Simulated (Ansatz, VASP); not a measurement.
Li16TeO7 (a cell with a defect) in VASP and in Ansatz

The input INCAR:

```
SYSTEM = Li16TeO7
ALGO     = Normal         ! electronic algorithm
EDIFF    = 1E-8           ! SCF threshold, eV
ENCUT    = 520            ! plane-wave cutoff, eV
GGA      = PE             ! functional
ISIF     = 2              ! what is computed and relaxed
ISMEAR   = -1             ! smearing method
LASPH    = .True.         ! aspherical terms in the spheres
LCHARG   = .False.        ! write CHGCAR
LEFG     = .True.       
LREAL    = Auto         
LWAVE    = .False.        ! write WAVECAR
NBANDS   = 66             ! bands
NELM     = 60             ! most SCF steps
PREC     = Accurate       ! precision mode
SIGMA    = 0.01           ! smearing width, eV
```

The input KPOINTS:

```
k-points
0
Gamma
  4 4 4
  0 0 0
```

The input POSCAR:

```
Li16TeO7
1.0
    0.0000000000      4.6100000000      4.6100000000
    4.6100000000      0.0000000000      4.6100000000
    4.6100000000      4.6100000000      0.0000000000
Li Te O
16 1 7
Direct
    0.1250000000      0.1250000000      0.1250000000
    0.1250000000      0.1250000000      0.6250000000
    0.1250000000      0.6250000000      0.1250000000
    0.1250000000      0.6250000000      0.6250000000
    0.6250000000      0.1250000000      0.1250000000
    0.6250000000      0.1250000000      0.6250000000
    0.6250000000      0.6250000000      0.1250000000
    0.6250000000      0.6250000000      0.6250000000
    0.3750000000      0.3750000000      0.3750000000
    0.3750000000      0.3750000000      0.8750000000
    0.3750000000      0.8750000000      0.3750000000
    0.3750000000      0.8750000000      0.8750000000
    0.8750000000      0.3750000000      0.3750000000
    0.8750000000      0.3750000000      0.8750000000
    0.8750000000      0.8750000000      0.3750000000
    0.8750000000      0.8750000000      0.8750000000
    0.0000000000      0.0000000000      0.0000000000
    0.0000000000      0.0000000000      0.5000000000
    0.0000000000      0.5000000000      0.0000000000
    0.0000000000      0.5000000000      0.5000000000
    0.5000000000      0.0000000000      0.0000000000
    0.5000000000      0.0000000000      0.5000000000
    0.5000000000      0.5000000000      0.0000000000
    0.5000000000      0.5000000000      0.5000000000
```

Input for Ansatz:

```yaml
crystal:
  lattice:
    - [0.0, 4.61, 4.61]
    - [4.61, 0.0, 4.61]
    - [4.61, 4.61, 0.0]
  atoms:
    - { symbol: Li, position: [0.125, 0.125, 0.125] }
    - { symbol: Li, position: [0.125, 0.125, 0.625] }
    - { symbol: Li, position: [0.125, 0.625, 0.125] }
    - { symbol: Li, position: [0.125, 0.625, 0.625] }
    - { symbol: Li, position: [0.625, 0.125, 0.125] }
    - { symbol: Li, position: [0.625, 0.125, 0.625] }
    - { symbol: Li, position: [0.625, 0.625, 0.125] }
    - { symbol: Li, position: [0.625, 0.625, 0.625] }
    - { symbol: Li, position: [0.375, 0.375, 0.375] }
    - { symbol: Li, position: [0.375, 0.375, 0.875] }
    - { symbol: Li, position: [0.375, 0.875, 0.375] }
    - { symbol: Li, position: [0.375, 0.875, 0.875] }
    - { symbol: Li, position: [0.875, 0.375, 0.375] }
    - { symbol: Li, position: [0.875, 0.375, 0.875] }
    - { symbol: Li, position: [0.875, 0.875, 0.375] }
    - { symbol: Li, position: [0.875, 0.875, 0.875] }
    - { symbol: Te, position: [0.0, 0.0, 0.0] }
    - { symbol: O, position: [0.0, 0.0, 0.5] }
    - { symbol: O, position: [0.0, 0.5, 0.0] }
    - { symbol: O, position: [0.0, 0.5, 0.5] }
    - { symbol: O, position: [0.5, 0.0, 0.0] }
    - { symbol: O, position: [0.5, 0.0, 0.5] }
    - { symbol: O, position: [0.5, 0.5, 0.0] }
    - { symbol: O, position: [0.5, 0.5, 0.5] }
kpoints:
  mp_grid: { grid: [4, 4, 4] }
scf:
  occupations: { method: fermi_dirac, width: 0.01 }
hamiltonian:
  xc: pbe
  pseudopotentials: { kind: paw }
output:
  forces: true
  stress: true
  populations: true
  efg:
    quadrupole_moments_barn: { Li: -0.0401, O: -0.02558 }
    contact_densities: true
```

Alike in both runs: task electric field gradients; functional PBE; k mesh 4 × 4 × 4; occupations fermi-dirac, width 0.01 eV; no spin polarisation.

```csv
,VASP,Ansatz
version,VASP 6.6.1,Ansatz 0.2.0
potentials or method,"VASP PAW PBE potentials, release 64 (Li_sv, Te, O)","plane-wave PAW, scalar-relativistic"
plane-wave cutoff (eV),520,420
valence electrons in the cell,96,106
```

```tsv
	VASP	Ansatz	Ansatz less VASP
gap on the k mesh at the Fermi level (eV)	3.29	3.34	+0.048
rms of the force components (eV/Å)	1.930	1.913	-0.0170
Vzz of the field gradient on the site that differs most (V/Å²)	4.2	3.1	-1.15
```

Atom by atom the forces differ by 0.017 eV/Å (rms over components). The two sets of potentials don't hold the same shells in valence. Ansatz warned: «gradients_without_spin_orbit».

Caveats: spin-orbit coupling is left out, which moves the levels of the heavy elements. As with any semilocal functional, this PBE gap is likely too small.
